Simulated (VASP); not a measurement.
## Al: single point with PBE

The system is Al.

```xyz
1
Lattice="0.0000 2.0791 2.0791 2.0791 0.0000 2.0791 2.0791 2.0791 0.0000" Properties=species:S:1:pos:R:3 pbc="T T T"
Al    0.0000    0.0000    0.0000
```

The cell isn't the ideal one: a relaxed cell with its volume scaled by 1.09.

| Property | Result |
| --- | --- |
| Program | VASP 6.6.1 |
| Task | single point |
| Functional | PBE |
| Potentials or basis | VASP PAW PBE potentials, release 64 (Al) |
| Cutoff | 520 eV |
| k mesh | 18 × 18 × 18 |
| Occupations | gaussian, width 0.1 eV |
| Spin | no spin polarisation |
| Further INCAR settings | ALGO = Fast; EDIFF = 0.05 |

The pressure is -7.4 GPa and the band gap on the k mesh is none (metal or under the smearing width).

Levels at points of the mesh, in eV from the Fermi level:
```tsv
k point	band 1	band 2	band 3	band 4	band 5
(0.00, 0.00, 0.00)	-10.55	12.17	12.17	12.18	13.07
(0.50, 0.00, 0.00)	-4.27	-4.25	10.57	10.57	11.08
(0.50, 0.50, 0.00)	-2.71	-1.59	5.23	5.23	5.23
```

Run time: 5.6 s on 1 thread of Intel(R) Xeon(R) Platinum 8559C (Emerald Rapids) (shared host), peak memory 0.14 GiB.
